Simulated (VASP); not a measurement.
An input for Quantum ESPRESSO's pw.x (written as the equivalent of a VASP run, and not itself run):

```
&CONTROL
  calculation = 'scf'
  pseudo_dir = './pseudo'
  outdir = './out'
  tprnfor = .true.
  tstress = .true.
/
&SYSTEM
  ibrav = 0
  nat = 2
  ntyp = 2
  ecutwfc = 92
  occupations = 'smearing'
  smearing = 'methfessel-paxton'
  degauss = 0.00735
  input_dft = 'pbesol'
/
&ELECTRONS
  conv_thr = 7.3e-09
  electron_maxstep = 100
/
ATOMIC_SPECIES
  Cu 63.546 Cu.upf
  Au 196.967 Au.upf
CELL_PARAMETERS angstrom
     2.8262787   -0.0000000    0.0000000
    -0.0000000    2.8262787    0.0000000
    -0.0000000   -0.0000000    3.5522880
ATOMIC_POSITIONS crystal
  Cu   0.0000000  0.0000000  1.0000000
  Au   0.5000000  0.5000000  0.5000000
K_POINTS automatic
  12 12 10 0 0 0
```

**Question.** Translate this input to VASP (INCAR, KPOINTS, POSCAR, choice of POTCAR).

**Answer.** Several could match; the one computed here: 
KPOINTS:
```
K-points
0
gamma
12 12 10
0 0 0
```

File POSCAR:
```
CuAu
1
    2.8262786633    -0.0000000000     0.0000000000
   -0.0000000000     2.8262786633     0.0000000000
   -0.0000000000    -0.0000000000     3.5522879966
Cu Au
1 1
Direct
  0.0000000000   0.0000000000   1.0000000000
  0.5000000000   0.5000000000   0.5000000000
```

**INCAR**
```
SYSTEM = CuAu
PREC = Accurate
ENCUT = 480
EDIFF = 1E-7
NELM = 100
ALGO = Normal
LREAL = .FALSE.
LASPH = .TRUE.
ISMEAR = 1
SIGMA = 0.1
GGA = PS
LMAXMIX = 6
LWAVE = .FALSE.
LCHARG = .FALSE.
ISIF = 2
```

POTCAR, in this order: Cu Au (PBE.64 set). Program: vasp_std.

The two are equivalent in intent, not identical: the potentials are each code's own (VASP's PAW set, PseudoDojo norm-conserving files in pw.x), so ENCUT and ecutwfc are chosen apart and not converted; conv_thr bounds pw.x's estimated SCF error, while EDIFF bounds the energy change between steps.

The compound is CuAu in the L1_0 structure. It was relaxed first.
